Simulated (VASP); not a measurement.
Output of a VASP run:

OSZICAR:
```
       N       E                     dE             d eps       ncg     rms          rms(c)
DAV:   1     0.795824491974E+02    0.79582E+02   -0.65511E+03   696   0.110E+03
DAV:   2    -0.130761765295E+02   -0.92659E+02   -0.86876E+02   920   0.257E+02
DAV:   3    -0.189330120854E+02   -0.58568E+01   -0.57856E+01   972   0.574E+01
DAV:   4    -0.191840655975E+02   -0.25105E+00   -0.24813E+00  1004   0.104E+01
DAV:   5    -0.191889388996E+02   -0.48733E-02   -0.48681E-02   920   0.137E+00    0.531E+00
DAV:   6    -0.121835199906E+02    0.70054E+01   -0.13015E+01  1004   0.246E+01    0.273E+00
DAV:   7    -0.126671257689E+02   -0.48361E+00   -0.12361E+00   768   0.127E+01    0.203E+00
DAV:   8    -0.136739194146E+02   -0.10068E+01   -0.12837E+00   764   0.144E+01    0.152E+00
DAV:   9    -0.125441274516E+02    0.11298E+01   -0.63303E-01   708   0.101E+01    0.149E+00
DAV:  10    -0.125756529175E+02   -0.31525E-01   -0.11233E-01   904   0.510E+00    0.136E+00
DAV:  11    -0.126763224078E+02   -0.10067E+00   -0.13234E-01   708   0.532E+00    0.961E-01
DAV:  12    -0.126727937497E+02    0.35287E-02   -0.29346E-01   996   0.695E+00    0.512E-01
DAV:  13    -0.125287764186E+02    0.14402E+00   -0.73252E-02   700   0.393E+00    0.677E-01
DAV:  14    -0.125292291864E+02   -0.45277E-03   -0.12256E-03  1176   0.279E-01    0.712E-01
DAV:  15    -0.125646354822E+02   -0.35406E-01   -0.81203E-03   700   0.135E+00    0.751E-01
DAV:  16    -0.125628154115E+02    0.18201E-02   -0.14978E-04   976   0.126E-01    0.742E-01
DAV:  17    -0.125500271789E+02    0.12788E-01   -0.42637E-04   732   0.280E-01    0.750E-01
DAV:  18    -0.125275669718E+02    0.22460E-01   -0.32890E-03   696   0.915E-01    0.561E-01
DAV:  19    -0.125692995204E+02   -0.41733E-01   -0.18319E-02   696   0.218E+00    0.373E-01
DAV:  20    -0.125843481157E+02   -0.15049E-01   -0.23334E-03   696   0.706E-01    0.408E-01
DAV:  21    -0.125839174449E+02    0.43067E-03   -0.44743E-04   876   0.330E-01    0.390E-01
DAV:  22    -0.125964373345E+02   -0.12520E-01   -0.78165E-03   696   0.134E+00    0.174E-01
DAV:  23    -0.125963271846E+02    0.11015E-03   -0.21185E-04  1152   0.145E-01    0.152E-01
DAV:  24    -0.125965657656E+02   -0.23858E-03   -0.20409E-04   736   0.206E-01    0.118E-01
DAV:  25    -0.125967460632E+02   -0.18030E-03   -0.27266E-04   696   0.217E-01    0.486E-02
DAV:  26    -0.125967511523E+02   -0.50892E-05   -0.30685E-05   752   0.800E-02    0.382E-02
DAV:  27    -0.125967637261E+02   -0.12574E-04   -0.26145E-05  1036   0.591E-02    0.299E-02
DAV:  28    -0.125967703245E+02   -0.65985E-05   -0.49981E-06   872   0.320E-02    0.202E-02
DAV:  29    -0.125967788888E+02   -0.85643E-05   -0.69655E-06  1112   0.332E-02    0.108E-02
DAV:  30    -0.125967827111E+02   -0.38223E-05   -0.16788E-06   804   0.200E-02    0.392E-03
DAV:  31    -0.125967841844E+02   -0.14732E-05   -0.10307E-06  1004   0.127E-02    0.244E-03
DAV:  32    -0.125967838808E+02    0.30359E-06   -0.92443E-08   604   0.520E-03    0.257E-03
DAV:  33    -0.125967839129E+02   -0.32089E-07   -0.59471E-08   540   0.383E-03
   1 F= -.12596784E+02 E0= -.12596784E+02  d E =0.000000E+00
       N       E                     dE             ncg
       N       E                     dE             ncg
       N       E                     dE             ncg
```

File OUTCAR:
```
------------------------ aborting loop because EDIFF is reached ----------------------------------------
  FORCE on cell =-STRESS in cart. coord.  units (eV):
  Direction    XX          YY          ZZ          XY          YZ          ZX
  --------------------------------------------------------------------------------------
  Total       -0.0087829     -0.0087829     -0.0087829      0.0000000      0.0000000      0.0000000
  in kB       -0.1934865     -0.1934865     -0.1934865      0.0000000      0.0000000      0.0000000
  external PRESSURE =      -0.1934865 kB  Pullay stress =       0.0000000 kB
  volume of cell :       72.73
      direct lattice vectors                 reciprocal lattice vectors
     0.000000000  3.313005684  3.313005684    -0.150920357  0.150920357  0.150920357
     3.313005684  0.000000000  3.313005684     0.150920357 -0.150920357  0.150920357
     3.313005684  3.313005684  0.000000000     0.150920357  0.150920357 -0.150920357
  FREE ENERGIE OF THE ION-ELECTRON SYSTEM (eV)
  ---------------------------------------------------
  free  energy   TOTEN  =       -12.5967839129 eV

  energy  without entropy=      -12.5967839129  energy(sigma->0) =      -12.59678391

 total charge

# of ion       s       p       d       tot
------------------------------------------
    1        1.964   5.600   0.019   7.583
    2        1.582   3.348   0.001   4.931
--------------------------------------------------
tot          3.546   8.948   0.020  12.514
```
(Selected blocks of OUTCAR.)

POSCAR:
```
KBr
1
   -0.0000000000     3.3130056835     3.3130056835
    3.3130056835    -0.0000000000     3.3130056835
    3.3130056835     3.3130056835     0.0000000000
K Br
1 1
Direct
  0.0000000000   0.0000000000   0.0000000000
  0.5000000000   0.5000000000   0.5000000000
```

Problem. Write an INCAR and KPOINTS that could have produced this output.

Solution. Several could match; the one computed here: the input of the run itself, MS2 meta-GGA, plane waves, VASP's PBE PAW potentials (set 64).

INCAR:
```
SYSTEM = KBr
PREC = Accurate
ENCUT = 520
EDIFF = 1E-7
NELM = 100
ALGO = Normal
LREAL = .FALSE.
LASPH = .TRUE.
ISMEAR = -5
METAGGA = MS2
LMIXTAU = .TRUE.
LMAXMIX = 4
LWAVE = .FALSE.
LCHARG = .FALSE.
LORBIT = 11
NEDOS = 601
ISIF = 2
```

**KPOINTS**
```
Automatic mesh
0
Gamma
8 8 8
0 0 0
```

**KPOINTS_OPT**
```
k-points along high-symmetry lines
10
Line-mode
Reciprocal
  0.000000   0.000000   0.000000 ! GAMMA
  0.500000   0.000000   0.500000 ! X

  0.500000   0.000000   0.500000 ! X
  0.625000   0.250000   0.625000 ! U

  0.375000   0.375000   0.750000 ! K
  0.000000   0.000000   0.000000 ! GAMMA

  0.000000   0.000000   0.000000 ! GAMMA
  0.500000   0.500000   0.500000 ! L

  0.500000   0.500000   0.500000 ! L
  0.500000   0.250000   0.750000 ! W

  0.500000   0.250000   0.750000 ! W
  0.500000   0.000000   0.500000 ! X
```

POTCAR, in this order: K_sv Br (PBE.64 set). Program: vasp_std.

The compound is KBr in the rock salt structure. It was relaxed first.
